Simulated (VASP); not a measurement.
Data:

```
CELL_PARAMETERS angstrom
      6.20821     0.00000     0.00000
      0.00000     6.20821     0.00000
      0.00000     0.00000     6.20821
ATOMIC_POSITIONS crystal
  Cs 0.00000 0.00000 0.00000
  Sn 0.50000 0.50000 0.50000
  I  0.50000 0.00000 0.50000
  I  0.00000 0.50000 0.50000
  I  0.50000 0.50000 0.00000
```

Computed with rev-vdW-DF2, VASP's PBE PAW potentials (set 64) (plane waves; VASP). Settings: 520 eV cut-off, 4×4×4 Γ-centred mesh, Gaussian smearing of 0.050 eV, potentials Cs_sv Sn_d I.

Unless said otherwise, spin-orbit coupling is left out, though it shifts the bands of the heavy elements here.

Task: Predict the energy per atom (σ→0), band gap (on the k-mesh) with the smallest direct gap where there is one.

Result: 
| Property | Value |
|---|---|
| band gap (on the k-mesh) | 0.36 eV |
| smallest direct gap (on the k-mesh) | 0.36 eV |
| energy per atom (σ→0) | -65.2 kJ/mol-atom |

Total energies compare only between runs with the same potentials, cut-off and functional.

The compound is CsSnI3 in the cubic perovskite structure, the ideal cubic form; the compound distorts at low or room temperature. It was relaxed first. The start is the result of an earlier pass.
